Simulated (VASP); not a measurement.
**TiO2 (Rutile): the relaxed cell at several levels**

How close do the usual functionals, with and without dispersion, come to the cell of TiO2 (Rutile)? The levels: PBE, LDA, r2SCAN and PBE + D3(BJ). The start is a cell from a database of measured crystal structures.

Main program and level: VASP 6.6.1; PBE; plane waves and PAW (Ti_sv, O), in the first sound run; inputs show where later runs differ.

**What experiment says.**

For TiO2, rutile (bulk substrate material, quoted from earlier work), “Strain-stabilized superconductivity” (2020, arxiv:2005.06543) quotes earlier work: lattice constant a 4.594 Å [literature value for the substrate]; lattice constant c 2.959 Å [literature value for the substrate].

## (1) Set-up

Before any relaxation, the start is as follows. It takes space group P4_2/mnm (No. 136, tetragonal). Conventional cell: a = 4.592 Å, b = 4.592 Å, c = 2.957 Å, α = 90.00°, β = 90.00°, γ = 90.00°. Nearest to Ti lie 6 O at 1.95 to 1.98 Å. O has 3 Ti at 1.95 to 1.98 Å nearest. Farther neighbours and most contacts between anions are not listed.

As a file:

```cif
data_structure
_symmetry_space_group_name_H-M 'P 1'
_symmetry_Int_Tables_number 1
_cell_length_a 4.5922
_cell_length_b 4.5922
_cell_length_c 2.9574
_cell_angle_alpha 90.000
_cell_angle_beta 90.000
_cell_angle_gamma 90.000
_cell_volume 62.37
loop_
_atom_site_label
_atom_site_type_symbol
_atom_site_fract_x
_atom_site_fract_y
_atom_site_fract_z
_atom_site_occupancy
Ti1 Ti 0.00000 0.00000 0.00000 1
Ti2 Ti 0.50000 0.50000 0.50000 1
O3 O 0.30496 0.30496 0.00000 1
O4 O 0.19504 0.80496 0.50000 1
O5 O 0.69504 0.69504 0.00000 1
O6 O 0.80496 0.19504 0.50000 1
```

## (2) Relaxation with PBE

Properties are meant for the cell that this level of theory prefers, so cell and atoms are relaxed first (ISIF = 3) until forces and stress are small; EDIFFG sets the threshold. PBE, the usual starting point, adds the gradient of the density.

INCAR reads:

```
SYSTEM = TiO2
PREC = Accurate
ENCUT = 560
EDIFF = 1E-06
NELM = 100
ISMEAR = -1
SIGMA = 0.05
LREAL = .FALSE.
ALGO = Normal
GGA = PE
NBANDS = 30
LASPH = .TRUE.
LORBIT = 11
LWAVE = .FALSE.
LCHARG = .FALSE.
KPAR = 2
IBRION = 2
NSW = 60
ISIF = 3
EDIFFG = -0.01
```

POSCAR reads:

```
TiO2
1.0
    4.5922000000      0.0000000000      0.0000000000
    0.0000000000      4.5922000000      0.0000000000
    0.0000000000      0.0000000000      2.9574000000
Ti O
2 4
Direct
    0.0000000000      0.0000000000      0.0000000000
    0.5000000000      0.5000000000      0.5000000000
    0.3049600000      0.3049600000      0.0000000000
    0.1950400000      0.8049600000      0.5000000000
    0.6950400000      0.6950400000      0.0000000000
    0.8049600000      0.1950400000      0.5000000000
```

KPOINTS reads:

```
Automatic mesh
0
Gamma
5 5 8
0 0 0
```

PAW data sets: Ti_sv and O (PBE family, release 64).

Started as:

```sh
mpirun -np 2 vasp_std
```

The program printed:

```text
[banner, memory and clock lines left out]
running    2 mpi-ranks, on    1 nodes
 distrk:  each k-point on    1 cores,    2 groups
 distr:  one band on    1 cores,    1 groups

 POSCAR found type information on POSCAR TiO
 POSCAR found :  2 types and       6 ions
 LDA part: xc-table for (Slater+PW92), standard interpolation
 POSCAR, INCAR and KPOINTS ok, starting setup
 FFT: planning ... GRIDC
 FFT: planning ... GRID_SOFT
 FFT: planning ... GRID
 WAVECAR not read
 entering main loop
       N       E                     dE             d eps       ncg     rms          rms(c)
DAV:   1     0.693840471175E+03    0.69384E+03   -0.25792E+04  1800   0.198E+03
DAV:   2     0.465933950409E+02   -0.64725E+03   -0.61371E+03  1926   0.573E+02
DAV:   3    -0.661047780417E+02   -0.11270E+03   -0.11002E+03  2696   0.212E+02
DAV:   4    -0.709368158093E+02   -0.48320E+01   -0.48257E+01  2490   0.455E+01
DAV:   5    -0.711190213726E+02   -0.18221E+00   -0.18216E+00  2484   0.722E+00    0.315E+01
DAV:   6    -0.541293438882E+02    0.16990E+02   -0.10271E+02  2232   0.976E+01    0.116E+01
DAV:   7    -0.538570085914E+02    0.27234E+00   -0.15039E+01  2168   0.325E+01    0.823E+00
DAV:   8    -0.537413952124E+02    0.11561E+00   -0.32160E+00  2114   0.177E+01    0.369E+00
DAV:   9    -0.536392495111E+02    0.10215E+00   -0.76495E-01  2178   0.786E+00    0.108E+00
DAV:  10    -0.536482076912E+02   -0.89582E-02   -0.78186E-02  2276   0.228E+00    0.449E-01
DAV:  11    -0.536449702620E+02    0.32374E-02   -0.16233E-02  2350   0.889E-01    0.607E-02
DAV:  12    -0.536451058414E+02   -0.13558E-03   -0.15923E-03  2094   0.433E-01    0.110E-01
DAV:  13    -0.536449700077E+02    0.13583E-03   -0.50187E-04  2206   0.236E-01    0.116E-02
DAV:  14    -0.536449767669E+02   -0.67592E-05   -0.46730E-05  2534   0.559E-02    0.164E-02
DAV:  15    -0.536449749207E+02    0.18463E-05   -0.15962E-05  2354   0.432E-02    0.205E-03
DAV:  16    -0.536449748979E+02    0.22773E-07   -0.54109E-07  1026   0.880E-03
   1 F= -.53644975E+02 E0= -.53644975E+02  d E =-.536450E+02
 curvature:   0.00 expect dE= 0.000E+00 dE for cont linesearch  0.000E+00
 trial: gam= 0.00000 g(F)=  0.302E-02 g(S)=  0.132E+00 ort = 0.000E+00 (trialstep = 0.100E+01)
 search vector abs. value=  0.135E+00
 bond charge predicted
       N       E                     dE             d eps       ncg     rms          rms(c)
DAV:   1    -0.546379542541E+02   -0.99298E+00   -0.32039E+01  2224   0.604E+01    0.893E+00
DAV:   2    -0.538044140504E+02    0.83354E+00   -0.39588E+00  2280   0.194E+01    0.366E+00
DAV:   3    -0.536517711322E+02    0.15264E+00   -0.14324E+00  2014   0.694E+00    0.199E+00
DAV:   4    -0.536082322340E+02    0.43539E-01   -0.37219E-01  2570   0.498E+00    0.675E-01
DAV:   5    -0.536165792843E+02   -0.83471E-02   -0.33789E-02  2162   0.133E+00    0.395E-01
DAV:   6    -0.536266382204E+02   -0.10059E-01   -0.21492E-02  2714   0.521E-01    0.341E-01
DAV:   7    -0.536291681524E+02   -0.25299E-02   -0.28632E-03  2616   0.310E-01    0.167E-01
DAV:   8    -0.536295580986E+02   -0.38995E-03   -0.95421E-04  2332   0.236E-01    0.219E-02
DAV:   9    -0.536295778666E+02   -0.19768E-04   -0.85343E-05  2746   0.537E-02    0.112E-02
DAV:  10    -0.536295786344E+02   -0.76771E-06   -0.81233E-06  2040   0.180E-02
   2 F= -.53629579E+02 E0= -.53629579E+02  d E =0.153963E-01
[...]
3 F= -.53674226E+02 E0= -.53674226E+02  d E =-.292516E-01
[...]
4 F= -.53674223E+02 E0= -.53674223E+02  d E =-.292478E-01
[...]
5 F= -.53676151E+02 E0= -.53676151E+02  d E =-.192859E-02
[...]
6 F= -.53676383E+02 E0= -.53676383E+02  d E =-.216026E-02
 curvature:  -0.68 expect dE=-0.358E-04 dE for cont linesearch -0.594E-05
 ZBRENT: interpolating
 opt :   1.3109  next Energy=   -53.676388 (dE=-0.217E-02)
 bond charge predicted
       N       E                     dE             d eps       ncg     rms          rms(c)
DAV:   1    -0.536764111225E+02   -0.28333E-04   -0.22166E-03  1806   0.441E-01    0.377E-02
DAV:   2    -0.536763959736E+02    0.15149E-04   -0.10890E-04  2040   0.971E-02    0.228E-02
DAV:   3    -0.536763885639E+02    0.74097E-05   -0.27073E-05  2286   0.396E-02    0.118E-02
DAV:   4    -0.536763860544E+02    0.25095E-05   -0.76146E-06  2064   0.279E-02    0.309E-03
DAV:   5    -0.536763861676E+02   -0.11320E-06   -0.12706E-06  1296   0.945E-03
   7 F= -.53676386E+02 E0= -.53676386E+02  d E =-.216346E-02
 curvature:  -0.63 expect dE=-0.199E-04 dE for cont linesearch -0.300E-07
 trial: gam= 0.01389 g(F)=  0.106E-05 g(S)=  0.307E-04 ort = 0.126E-04 (trialstep = 0.972E+00)
 search vector abs. value=  0.327E-04
 reached required accuracy - stopping structural energy minimisation
```

The job ended after 2.2 min (2 MPI ranks of AMD EPYC 7R43, shared host; peak memory 0.34 GiB).

The logs omit lines about the potential files and the build; timing stands in the text.

OUTCAR, selected parts (step 2):

```text
ion  position               nearest neighbor table
   1  0.000  0.000  0.000-   4 1.95   6 1.95   4 1.95   6 1.95   5 1.98   3 1.98
   2  0.500  0.500  0.500-   3 1.95   5 1.95   3 1.95   5 1.95   4 1.98   6 1.98
   3  0.305  0.305  0.000-   2 1.95   2 1.95   1 1.98
   4  0.195  0.805  0.500-   1 1.95   1 1.95   2 1.98
   5  0.695  0.695  0.000-   2 1.95   2 1.95   1 1.98
   6  0.805  0.195  0.500-   1 1.95   1 1.95   2 1.98

  LATTYP: Found a simple tetragonal cell.
 ALAT       =     4.5922000000
 C/A-ratio  =     0.6440050520

 Subroutine GETGRP returns: Found 16 space group operations
 (whereof  8 operations were pure point group operations)

The static configuration has the point symmetry D_2h.
 The point group associated with its full space group is D_4h.

 Found     30 irreducible k-points:

   k-points           NKPTS =     30   k-points in BZ     NKDIM =     30   number of bands    NBANDS=     30

   dimension x,y,z NGX =    36 NGY =   36 NGZ =   24
   dimension x,y,z NGXF=    72 NGYF=   72 NGZF=   48

   ENCUT  =  560.0 eV  41.16 Ry    6.42 a.u.   8.86  8.86  5.71*2*pi/ulx,y,z

   NELECT =      48.0000    total number of electrons

 k-points in reciprocal lattice and weights: Automatic mesh
   0.00000000  0.00000000  0.00000000       0.005
   0.20000000  0.00000000  0.00000000       0.020
   0.40000000  0.00000000  0.00000000       0.020
   0.20000000  0.20000000  0.00000000       0.020
   0.40000000  0.20000000  0.00000000       0.040
   0.40000000  0.40000000  0.00000000       0.020
   0.00000000  0.00000000  0.12500000       0.010
   0.20000000  0.00000000  0.12500000       0.040
   0.40000000  0.00000000  0.12500000       0.040
[...]
0.40000000  0.20000000  0.50000000       0.040
   0.40000000  0.40000000  0.50000000       0.020

 average (electrostatic) potential at core
       1 -76.5641       2 -76.5641       3 -69.5482       4 -69.5482       5 -69.5482
       6 -69.5482

 E-fermi :   5.4416

 k-point     1 :       0.0000    0.0000    0.0000
  band No.  band energies     occupation
    ...
     20       2.6674      2.00000
     21       3.8906      2.00000
     22       4.1273      2.00000
     23       4.1273      2.00000
     24       4.5616      2.00000
     25       6.3842      0.00000
     26       6.6654      0.00000
     27       6.9335      0.00000
     28       7.0118      0.00000
     29       7.0118      0.00000
    ...

 k-point     2 :       0.2000    0.0000    0.0000
  band No.  band energies     occupation
    ...
     20       2.6934      2.00000
     21       3.4643      2.00000
     22       3.6601      2.00000
     23       3.8538      2.00000
     24       4.4251      2.00000
     25       6.5831      0.00000
     26       6.9086      0.00000
     27       7.1536      0.00000
     28       7.1971      0.00000
     29       7.2046      0.00000
    ...

 k-point     3 :       0.4000    0.0000    0.0000
  band No.  band energies     occupation
    ...
     20       2.1628      2.00000
     21       2.8469      2.00000
     22       3.2067      2.00000
     23       3.7265      2.00000
     24       4.0422      2.00000
     25       6.9131      0.00000
     26       7.0736      0.00000
     27       7.4230      0.00000
     28       7.4729      0.00000
     29       7.7420      0.00000
    ...

  Total        0.0297496      0.0297496      0.0452323      0.0000000      0.0000000      0.0000000
  in kB        0.7443882      0.7443882      1.1317947      0.0000000      0.0000000      0.0000000
  external PRESSURE =       0.8735237 kB  Pullay stress =       0.0000000 kB

  energy-cutoff  :      560.00
  volume of cell :       64.03
      direct lattice vectors                 reciprocal lattice vectors
     4.645593151  0.000000000  0.000000000     0.215257765  0.000000000  0.000000000
    -0.000000000  4.645593151  0.000000000     0.000000000  0.215257765  0.000000000
     0.000000000  0.000000000  2.966945484     0.000000000  0.000000000  0.337046975

 POSITION                                       TOTAL-FORCE (eV/Angst)
 -----------------------------------------------------------------------------------
      0.00000      0.00000      0.00000         0.000000      0.000000      0.000000
      2.32280      2.32280      1.48347         0.000000      0.000000      0.000000
      1.41678      1.41678      0.00000         0.001657      0.001657      0.000000
      0.90602      3.73958      1.48347        -0.001657      0.001657      0.000000
      3.22881      3.22881      0.00000        -0.001657     -0.001657     -0.000000
      3.73958      0.90602      1.48347         0.001657     -0.001657     -0.000000
 -----------------------------------------------------------------------------------
    total drift:                               -0.000000      0.000000      0.000000

  FREE ENERGIE OF THE ION-ELECTRON SYSTEM (eV)
  ---------------------------------------------------
  free  energy   TOTEN  =       -53.6763861676 eV

  energy  without entropy=      -53.6763861668  energy(sigma->0) =      -53.67638617

 reached required accuracy - stopping structural energy minimisation

 total charge
# of ion       s       p       d       tot
------------------------------------------
    1        2.215   6.285   1.692  10.193
    2        2.215   6.285   1.692  10.193
    3        1.570   3.490   0.000   5.059
    4        1.570   3.490   0.000   5.059
    5        1.570   3.490   0.000   5.059
    6        1.570   3.490   0.000   5.059
--------------------------------------------------
tot         10.709  26.529   3.384  40.622

[... 3 further parts left out ...]
```

CONTCAR:

```
TiO2
   1.00000000000000
     4.6455931506382706    0.0000000000000000    0.0000000000000000
    -0.0000000000000000    4.6455931506382706    0.0000000000000000
     0.0000000000000000    0.0000000000000000    2.9669454835203215
  Ti              O
     2     4
Direct
     0.0000000000000000    0.0000000000000000    0.0000000000000000
     0.5000000000000000    0.5000000000000000    0.5000000000000000
     0.3049729011413338    0.3049729011413338    0.0000000000000000
     0.1950270988586663    0.8049729011413336    0.5000000000000000
     0.6950270988586664    0.6950270988586664    0.0000000000000000
     0.8049729011413336    0.1950270988586663    0.5000000000000000
```

The gap is read on the k-mesh alone, so it is an upper bound where the band edges lie off the mesh. The run keeps the 16 symmetry operations of its start, so it cannot find a distortion of lower symmetry.

The steps of the relaxation:

| step | energy less that of the first step (eV) | largest force (eV/Å) | pressure (GPa) | volume (Å³) |
| --- | --- | --- | --- | --- |
| 1 | 0.0000 | 0.1250 | 6.01 | 62.37 |
| 2 | 0.0154 | 0.2414 | -6.68 | 65.95 |
| 3 | -0.0293 | 0.0492 | -0.02 | 63.94 |
| 4 | -0.0292 | 0.0458 | 0.08 | 63.91 |
| 5 | -0.0312 | 0.0176 | 0.10 | 63.99 |
| 6 | -0.0314 | 0.0001 | 0.09 | 64.04 |
| 7 | -0.0314 | 0.0023 | 0.09 | 64.03 |

| conventional cell, symmetrised | before | after | change |
| --- | --- | --- | --- |
| a (Å) | 4.592 | 4.646 | +1.2 % |
| b (Å) | 4.592 | 4.646 | +1.2 % |
| c (Å) | 2.957 | 2.967 | +0.3 % |
| volume (Å³/atom) | 10.39 | 10.67 | +2.7 % |

Final coordinates:

```xyz
6
Lattice="4.6456 0.0000 0.0000 0.0000 4.6456 0.0000 0.0000 0.0000 2.9669" Properties=species:S:1:pos:R:3 pbc="T T T"
Ti    0.0000    0.0000    0.0000
Ti    2.3228    2.3228    1.4835
O     1.4168    1.4168    0.0000
O     0.9060    3.7396    1.4835
O     3.2288    3.2288    0.0000
O     3.7396    0.9060    1.4835
```

This step gave:

```yaml
electrons: 48
bands: 30
irreducible_k_points: 30
symmetry_operations: 16
free_energy_toten: -53.6764 eV
fermi_energy: 5.442 eV
pressure: 0.08735 GPa
metallic: no
valence_top_at_k: 0, 0, 0
conduction_bottom_at_k: 0, 0, 0
least_direct_gap_at_k: 0, 0, 0
scf_cycles_over_all_ionic_steps: 61
gap_on_the_k_mesh: 1.823 eV
least_direct_gap_on_the_k_mesh: 1.823 eV
```

It ends with a largest force of 0.002 eV/Å and a pressure of 0.09 GPa. The volume lies +2.7 % from that of the database's start. The conventional cell has a = 4.646 and c = 2.967 Å.

(Part 1 of 3 ends here.)

[Lines on the potential files, build, host, timing and source positions are cut from VASP's logs without a mark.]

[Logs are printed without paths, hosts, clocks, repeated set-up lines and the standing remarks that a program may print on its own settings, such as how far it seeks lower states.]

[Hosts, paths, dates, database ids (printed as entryN), source tags and the programs' standing remarks are cut or masked in the printed files.]

[A measured line is paired with the nearest computed mode of its activity, which favours agreement.]
